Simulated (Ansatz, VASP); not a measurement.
**Cross-check of SrAl8 (Sr/Al(100)) between VASP and Ansatz**

Wanted: the spread between two codes on one cell, functional and k mesh. The structure shown is the end of the Ansatz relaxation below.

Main program and level: Ansatz 0.2.0; plane waves, with VASP 6.6.1 beside it; single point at r2SCAN.

## (1) The starting structure

The cell holds 18 atoms: 16 Al and 2 Sr. Its edges and angles: a = 5.728 Å, b = 5.728 Å, c = 26.744 Å, α = 90.0°, β = 90.0°, γ = 90.0°. Vacuum lies along c.

## (2) Ansatz: relaxation, r2SCAN

Ansatz runs on its default PAW (the set named soft_2) files.

This run makes the geometry at which the two programs are then compared.

input.yaml

```yaml
crystal:
  lattice:
    - [5.7275649276, 0.0, 0.0]
    - [0.0, 5.7275649276, 0.0]
    - [0.0, 0.0, 26.7442541954]
  atoms:
    - { symbol: Al, position: [0.25, 0.25, 0.3365208816] }
    - { symbol: Al, position: [0.0, 0.0, 0.41223808] }
    - { symbol: Al, position: [0.25, 0.25, 0.4896053322] }
    - { symbol: Al, position: [0.0, 0.0, 0.565199976] }
    - { symbol: Al, position: [0.25, 0.75, 0.3365208816] }
    - { symbol: Al, position: [0.0, 0.5, 0.41223808] }
    - { symbol: Al, position: [0.25, 0.75, 0.4896053322] }
    - { symbol: Al, position: [0.0, 0.5, 0.565199976] }
    - { symbol: Al, position: [0.75, 0.25, 0.3365208816] }
    - { symbol: Al, position: [0.5, 0.0, 0.41223808] }
    - { symbol: Al, position: [0.75, 0.25, 0.4896053322] }
    - { symbol: Al, position: [0.5, 0.0, 0.565199976] }
    - { symbol: Al, position: [0.75, 0.75, 0.3365208816] }
    - { symbol: Al, position: [0.5, 0.5, 0.41223808] }
    - { symbol: Al, position: [0.75, 0.75, 0.4896053322] }
    - { symbol: Al, position: [0.5, 0.5, 0.565199976] }
    - { symbol: Sr, position: [0.25, 0.25, 0.6634791184] }
    - { symbol: Sr, position: [0.75, 0.75, 0.6634791184] }
kpoints:
  mp_grid: { grid: [5, 5, 1] }
hamiltonian:
  xc: r2scan
scf:
  occupations: { method: fermi_dirac, width: 0.1 }
  convergence: { dr2_threshold: 1.0e-08 }
efield:
  axis: 3
  dipole_correction: true
  ramp_position: 0.97
  ramp_width: 0.06
relax:
  f_tol: 0.02
  max_steps: 60
  constraints: [{ sites: [0, 1, 4, 5, 8, 9, 12, 13] }]
output:
  bader: true
  dos: { projected: true, e_range: [-8, 4] }
  write_potential: true
  write_density: true
  volumetric_format: npy
```

Launch:

```
$ ansatz run input.yaml --threads 4 --pin off --max-ram 12288MiB --backend cpu --events-out ev --progress --plain --runs-dir out
```

Numbers of over 12 decimals in the logs are rounded to 6 here.

The program printed:

```text
Engine: ansatz 0.2.0, aarch64-unknown-linux-gnu
Pseudopotentials: kind: paw
Pseudopotential: Al, paw, valence charge 3, recommended cutoff 500 eV (meta_gga), Al.paw.azcp
Pseudopotential: Sr, paw, valence charge 10, recommended cutoff 500 eV (meta_gga), Sr.paw.azcp
Functional definition: r2SCAN
  parameter k0 = 0.174
  parameter k1 = 0.065
  parameter a1 = 4.9479
  exchange = r2scan_x(k0 = k0, k1 = k1, a1 = a1)
  correlation = r2scan_c
Crystal: 18 atoms, lattice volume = 877.345 Å³
Basis set: ecut = 500 eV, 22285 PW (Γ), exchange–correlation on 180×180×800 points (64 copies of the dense FFT grid, shifted against one another)
Bands: 52, of which v1, the nominal top of the filled ones, is band 34 counted from 1 (33 counted from 0)
Symmetry: 16 space group operations
Space group: P4mm (ITA 99), of the structure as read, at distance tolerance 9.6e-5 Å
k-points: 6 of 25
Non-local potential: Al, projectors of the file, l = 0: 2, l = 1: 2, l = 2: 1
Non-local potential: Sr, projectors of the file, l = 0: 3, l = 1: 2, l = 2: 2
PAW form: soft (Blöchl's): semilocal exchange-correlation on the pseudo side does not see the compensation charge
PAW frozen core: Al, regenerated for the run's functional (the file was generated under x = pbe(κ = 0.804, μ = 0.219515), c = pbe(β = 0.066725))
PAW frozen core: Sr, regenerated for the run's functional (the file was generated under x = pbe(κ = 0.804, μ = 0.219515), c = pbe(β = 0.066725))
PAW one-centre angular grid: Al, 302 points (default); XC on 160 Gauss nodes
PAW one-centre angular grid: Sr, 302 points (default); XC on 160 Gauss nodes
Initial density: superposition of atomic densities (neutral atoms: chi_scale 0, normalization atom), corrected by the library's trained network
Initial wavefunctions: pseudopotential atomic-orbital guess
Functional: x = r2scan, c = r2scan; τ floored in thin density (d = 2e-4 eV/Å³)
SCF iter   1: F=—  HF=-15753.413446 eV  |F-HF|=—  |Δ(HF+E_count)|=         —  Δρ=2.54e-3  dr2=8.31e-1  dr2_τ=6.23e-2  ethr=1.77e-3  p=0.263 e·Å  D=5.42e-2 V/Å  ΔV_dip=-1.45 eV  dr2_dipole=2.98e-1  V_vac-E_F(+/−)=2.61/4.06 eV  ⟨swp⟩=21.7  Hψ=2984  notcnv=0
efield: sawtooth ramp at fractional position 0.9700 (set: `efield.ramp_position`, or a place that a band, a saddle search or an elastic batch's reference lends), width 0.0600; the density the first Hamiltonian is built on has a dipole p = 0.263 e·Å; the dipole correction subtracts the counter field D = 5.42e-2 V/Å, which shifts the + side's vacuum level by -1.45 eV against the − side's; the planar-averaged density in the ramp window peaks in size at 8.8e-6 e/Å³
preconditioner: auto → LDOS  [metal: Δε(μ)=0.013 eV  Ē_g=5.905 eV  σ=0.100 eV  W_gap=0.03  n_scr=86 (ndim 8)  ℏωp=9.0 eV  f_vac=0.482  D(μ)=7.39/eV (n_scr^D=30)  β→1.0]
SCF iter   2: F=—  HF=-15753.579656 eV  |F-HF|=—  |Δ(HF+E_count)|=   1.66e-1  Δρ=7.95e-4  dr2=1.77e-2  dr2_τ=7.09e-4  ethr=1.22e-3  p=0.271 e·Å  D=5.58e-2 V/Å  ΔV_dip=-1.49 eV  dr2_dipole=9.01e-3  V_vac-E_F(+/−)=2.91/4.40 eV  ⟨swp⟩=3.5  Hψ=465  notcnv=0  defer=1
SCF iter   3: F=—  HF=-15753.584501 eV  |F-HF|=—  |Δ(HF+E_count)|=   4.85e-3  Δρ=2.91e-4  dr2=4.30e-3  dr2_τ=4.37e-5  ethr=2.60e-5  p=0.246 e·Å  D=5.08e-2 V/Å  ΔV_dip=-1.36 eV  dr2_dipole=3.74e-4  V_vac-E_F(+/−)=3.03/4.38 eV  ⟨swp⟩=2.7  Hψ=602  notcnv=0  defer=1
SCF iter   4: F=—  HF=-15753.584688 eV  |F-HF|=—  |Δ(HF+E_count)|=   1.86e-4  Δρ=1.41e-4  dr2=4.41e-4  dr2_τ=1.93e-5  ethr=6.32e-6  p=0.240 e·Å  D=4.94e-2 V/Å  ΔV_dip=-1.32 eV  dr2_dipole=1.73e-5  V_vac-E_F(+/−)=3.08/4.40 eV  ⟨swp⟩=2.0  Hψ=510  notcnv=0  defer=1
SCF iter   5: F=—  HF=-15753.584671 eV  |F-HF|=—  |Δ(HF+E_count)|=   1.69e-5  Δρ=3.98e-5  dr2=3.13e-5  dr2_τ=2.12e-6  ethr=6.49e-7  p=0.238 e·Å  D=4.92e-2 V/Å  ΔV_dip=-1.32 eV  dr2_dipole=6.33e-7  V_vac-E_F(+/−)=3.08/4.40 eV  ⟨swp⟩=2.0  Hψ=521  notcnv=0  defer=1
SCF iter   6: F=—  HF=-15753.584681 eV  |F-HF|=—  |Δ(HF+E_count)|=   9.95e-6  Δρ=1.12e-5  dr2=4.02e-6  dr2_τ=1.38e-7  ethr=4.61e-8  p=0.238 e·Å  D=4.90e-2 V/Å  ΔV_dip=-1.31 eV  dr2_dipole=9.36e-7  V_vac-E_F(+/−)=3.08/4.39 eV  ⟨swp⟩=2.3  Hψ=539  notcnv=0  defer=1
SCF iter   7: F=—  HF=-15753.584525 eV  |F-HF|=—  |Δ(HF+E_count)|=   1.56e-4  Δρ=3.19e-6  dr2=1.95e-7  dr2_τ=4.84e-9  ethr=5.91e-9  p=0.238 e·Å  D=4.90e-2 V/Å  ΔV_dip=-1.31 eV  dr2_dipole=5.15e-9  V_vac-E_F(+/−)=3.08/4.40 eV  ⟨swp⟩=2.8  Hψ=544  notcnv=0  defer=1
SCF iter   8: F=—  HF=-15753.584525 eV  |F-HF|=—  |Δ(HF+E_count)|=   2.75e-7  Δρ=9.56e-7  dr2=2.52e-8  dr2_τ=1.11e-10  ethr=2.87e-10  p=0.238 e·Å  D=4.90e-2 V/Å  ΔV_dip=-1.31 eV  dr2_dipole=8.30e-9  V_vac-E_F(+/−)=3.08/4.40 eV  ⟨swp⟩=3.0  Hψ=579  notcnv=0  defer=1
[...]
SCF 4 converged in 2 iterations: F = -15753.599478 eV  dr2 = 4.16e-10
NSCF: frozen V_eff on 6 k-points
the band table was solved once a step of the walk had ended and its energy, with any forces and stress, was formed, with the checks that follow a solve (1668 applications of the Hamiltonian). They found nothing against the state; the energy, forces and stress were not computed again (output.eigenvalues in the input reference)
WARN: The output density's exchange-correlation potential varies sharply where the density is thin. Do not read a vacuum level from v_tot or v_xc, or from such a field of the output density. On a cell that repeats whose density bears no net charge and no dipole along the vacuum's axis use v_es (v_loc + v_h of the components); under efield.dipole_correction with no amplitude use v_es + v_field, which holds any externa [...]
SCF converged after 2 iterations
Free energy (F): -15753.599478 eV
Harris-Foulkes:  -15753.599478 eV  (|F-HF|=2.18e-11)
Internal energy: -15753.341619 eV  (E = F + TS)
E sigma→0 (E₀):  -15753.470549 eV
Entropy (-TS):   -0.257860 eV (-14.326 meV/atom)
Fermi energy:    0.914295 eV
Dipole field:    D = 0.049458 V/Å  (p = 0.239799 e·Å, saw-weighted, corrected)
Work function:   Φ+ = 3.0680 eV   Φ− = 4.3908 eV
Levels:          The Fermi level and band energies are counted from a zero that moves with the ramp; work functions are not
--- Per-component energies (eV) ---
  E_band       = -534.611718
  E_kinetic    = 834.926547
  E_local      = -20054.631108  (includes V_loc(G=0)·N_el)
  E_nonlocal   = 559.098653
  E_hartree    = 9528.954207
  E_xc         = -898.907159
  E_vxc        = -831.922670  (∫ρ·V_xc dr)
  E_paw        = -12999.879639  (= ΣΔE_a)
  E_vpaw       = -136.666476  (= ΣTr[D̂ρ^β])
  E_aug_tail   = -0.000013  (compensation charges beyond the density's cutoff)
  E_vtau       = 37.956795  (kinetic-family band-sum trace: ∫τ·v_τ [+ j·A + Jᵃ·Aᵃ] dr)
  E_efield     = 0.005930  (sawtooth field / dipole correction)
  E_vefield    = -1.281562  (∫n·V_field dr)
  E_ewald      = 7278.344765
  E_core_change = -1.253802  (= ΣΔE_core)
  E_smearing   = -0.257860  (= −TS)
  E_closure    = 0.000000  (closes the sum)
  Σ components = -15753.599478   (vs F -15753.599478, Δ=0.00e0)
--- Forces (eV/Å), atoms counted from 1 ---
  atom   1  Al    -0.00000000    -0.00000000     0.02399345
  atom   2  Al    -0.00000000    -0.00000000    -0.01490059
  atom   3  Al     0.00000000     0.00000000    -0.00317658
  atom   4  Al    -0.00000000    -0.00000000     0.00131542
  atom   5  Al     0.00000000     0.00000000    -0.00074549
  atom   6  Al    -0.00000000     0.00000000    -0.01490059
  atom   7  Al    -0.00000000     0.00000000     0.00570461
  atom   8  Al    -0.00000000     0.00000000     0.00131542
  atom   9  Al     0.00000000     0.00000000    -0.00074549
  atom  10  Al    -0.00000000     0.00000000    -0.01490059
  atom  11  Al    -0.00000000     0.00000000     0.00570461
  atom  12  Al    -0.00000000     0.00000000     0.00131542
  atom  13  Al    -0.00000000     0.00000000     0.02399345
  atom  14  Al    -0.00000000    -0.00000000    -0.01490059
  atom  15  Al     0.00000000     0.00000000    -0.00317658
  atom  16  Al    -0.00000000    -0.00000000     0.00131542
  atom  17  Sr    -0.00000000     0.00000000     0.00139745
  atom  18  Sr    -0.00000000     0.00000000     0.00139745
  max |Σ_I F_I| component: 6.20e-6 eV/Å
--- Band table (eV; the first three rows and the last of 6) ---
  k-point 0: bands = [... 30 lower, -0.2276, -0.1926, 0.2959, 0.2959, 0.4786, 0.6667, 1.1085, 1.1592, ... 14 higher]
  k-point 1: bands = [... 30 lower, -0.0505, 0.4554, 0.5111, 0.6902, 0.7155, 1.0323, 1.1677, 1.1950, ... 14 higher]
  k-point 2: bands = [... 30 lower, -0.2239, 0.1381, 0.4121, 0.9149, 1.1519, 1.3187, 1.3743, 1.5613, ... 14 higher]
  k-point 5: bands = [... 30 lower, 0.7511, 0.7897, 0.8785, 0.9350, 1.2916, 1.4591, 1.5074, 1.5597, ... 14 higher]
--- Relaxed structure (3 steps of the walk, 3 accepted, 0 SCFs on fresh bases) ---
  F+E_penalty+E_count = -15753.59947846 eV   max|allowed force component| = 5.707e-3 eV/Å
  atoms:
    - { symbol: Al, position: [0.25, 0.25, 0.336521] }
    - { symbol: Al, position: [0.0, 0.0, 0.41223808] }
    - { symbol: Al, position: [0.25, 0.25, 0.490254] }
    - { symbol: Al, position: [0, 0, 0.565556] }
    - { symbol: Al, position: [0.25, 0.75, 0.336521] }
    - { symbol: Al, position: [0.0, 0.5, 0.41223808] }
    - { symbol: Al, position: [0.25, 0.75, 0.489952] }
    - { symbol: Al, position: [0, 0.5, 0.565556] }
    - { symbol: Al, position: [0.75, 0.25, 0.336521] }
    - { symbol: Al, position: [0.5, 0.0, 0.41223808] }
    - { symbol: Al, position: [0.75, 0.25, 0.489952] }
    - { symbol: Al, position: [0.5, 0, 0.565556] }
    - { symbol: Al, position: [0.75, 0.75, 0.336521] }
    - { symbol: Al, position: [0.5, 0.5, 0.41223808] }
    - { symbol: Al, position: [0.75, 0.75, 0.490254] }
    - { symbol: Al, position: [0.5, 0.5, 0.565556] }
    - { symbol: Sr, position: [0.25, 0.25, 0.666241] }
    - { symbol: Sr, position: [0.75, 0.75, 0.666241] }
--- Bader charges: 18 sites ---
  site symbol  charge [e]  shift [e]
     0     Al      0.0010     0.0000
     1     Al      0.0059     0.0000
     2     Al     -0.0019     0.0000
     3     Al     -0.3185     0.0000
     4     Al     -0.0065     0.0000
     5     Al      0.0059     0.0000
     6     Al     -0.0551     0.0000
     7     Al     -0.3185     0.0000
     8     Al     -0.0065     0.0000
     9     Al      0.0059     0.0000
    10     Al     -0.0551     0.0000
    11     Al     -0.3185     0.0000
    12     Al      0.0010     0.0000
    13     Al      0.0059     0.0000
    14     Al     -0.0019     0.0000
    15     Al     -0.3185     0.0000
    16     Sr      0.6875     0.0000
    17     Sr      0.6875     0.0000
  estimated error of the sums over rays = 2.5e-4 e
```

The column dr2 measures how far the density is from self-consistency, as an energy; F and HF (Harris–Foulkes) agree once it is small.

[end of part 1 of 2]

[Lines on the potential files, build, host, timing and source positions are cut from VASP's logs without a mark.]

[Logs are printed without paths, hosts, clocks, repeated set-up lines and the standing remarks that a program may print on its own settings, such as how far it seeks lower states.]

[Hosts, paths, dates, database ids (printed as entryN), source tags and the programs' standing remarks are cut or masked in the printed files.]
